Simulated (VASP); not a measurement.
## AlN: band gap against strain

AlN (wurtzite, P6_3mc, 10.632 Å³/atom and stress up to 0.25 GPa in the relaxed cell, c along z) under an equal strain ε along x and y, with z held. PBE in VASP (plane waves, PAW), 600 eV, 12×12×6 Γ-centred mesh, Gaussian smearing 0.05 eV; ions are relaxed, or left where forces stay under 0.02 eV/Å, within the symmetry of each cell. Gaps are the smallest on the run's k-mesh, which can miss an edge that lies off it, without spin-orbit coupling; in all rows the valence edge lies at Γ and the conduction edge at Γ.

Here s stands for strain and Eg for gap.

| strain (%) | gap (eV) |
|---|---|
| -3.00 | ? |
| -1.50 | 4.388 |
| -1.00 | 4.273 |
| -0.50 | 4.160 |
| 0.00 | 4.046 |

Q: Fit Eg against s with a straight line, and predict the withheld value at s = -3.00.

A: Means: s -0.75000, Eg 4.2168. About the means, the sum of products is -0.28475 and the sum of squares of s is 1.2500; the slope is their ratio. Least squares gives Eg = 4.0459 - 0.22780·s. Residuals (row less fit): 0.0004, -0.0007, 0.0002, 0.0001; standard error 0.0006 (degrees of freedom: 2). Over these rows the gap moves by -22.78 ± 0.05 eV per unit strain. At the withheld row, Eg = 4.0459 - 0.22780 × (-3.0) = 4.7293 eV. The calculation gives 4.676 eV, 0.0533 eV below the prediction (8.5 % of the range of Eg in the table). The row lies outside the fitted rows, so this is an extrapolation. The scatter of the fitted rows lies at the last printed digit.

A polynomial of degree 2 through the 6 other runs of the series gives 4.724 there. Rows are the converged runs of the series near zero and its far end, less any whose ions stayed unrelaxed beside relaxed ones; series whose fitted rows scatter by over a few per cent of the range, as at a crossing or softening among them, aren't shown in this form. Most that stay on the fit to the last digits aren't either.
